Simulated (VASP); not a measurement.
OSZICAR of a VASP run on Ta (bcc):

File OSZICAR:
```
       N       E                     dE             d eps       ncg     rms          rms(c)
DAV:   1     0.509937137571E+02    0.50994E+02   -0.65810E+03  2160   0.116E+03
DAV:   2    -0.908490347532E+01   -0.60079E+02   -0.59205E+02  2746   0.251E+02
DAV:   3    -0.979564206982E+01   -0.71074E+00   -0.69247E+00  2518   0.276E+01
DAV:   4    -0.980066433791E+01   -0.50223E-02   -0.48718E-02  2462   0.182E+00
DAV:   5    -0.980069969264E+01   -0.35355E-04   -0.35350E-04  2441   0.128E-01    0.135E+01
DAV:   6    -0.945855533876E+01    0.34214E+00   -0.38196E-01  2245   0.752E+00    0.658E+00
DAV:   7    -0.935736670711E+01    0.10119E+00   -0.30738E-01  2260   0.640E+00    0.380E-01
DAV:   8    -0.935625804139E+01    0.11087E-02   -0.39790E-03  2310   0.836E-01    0.904E-02
DAV:   9    -0.935623691511E+01    0.21126E-04   -0.11013E-04  2287   0.131E-01    0.317E-02
DAV:  10    -0.935623321883E+01    0.36963E-05   -0.90142E-06  2407   0.421E-02    0.450E-03
DAV:  11    -0.935623313235E+01    0.86481E-07   -0.26421E-07  2282   0.718E-03
   1 F= -.93562331E+01 E0= -.93563231E+01  d E =0.269884E-03
```

Q: Which electronic solver shows in the log?

A: It is blocked Davidson (ALGO = Normal, or the opening steps of other solvers). The INCAR had ALGO = Normal.

Q: Can the final energy be trusted as converged?

A: The calculation finished and met its thresholds. It stopped with EDIFF = 1E-7, NELM = 100 (optB86b-vdW, plane waves, VASP's PBE PAW potentials (set 64)).

The compound is Ta in the bcc structure. The cell was not relaxed at this level.
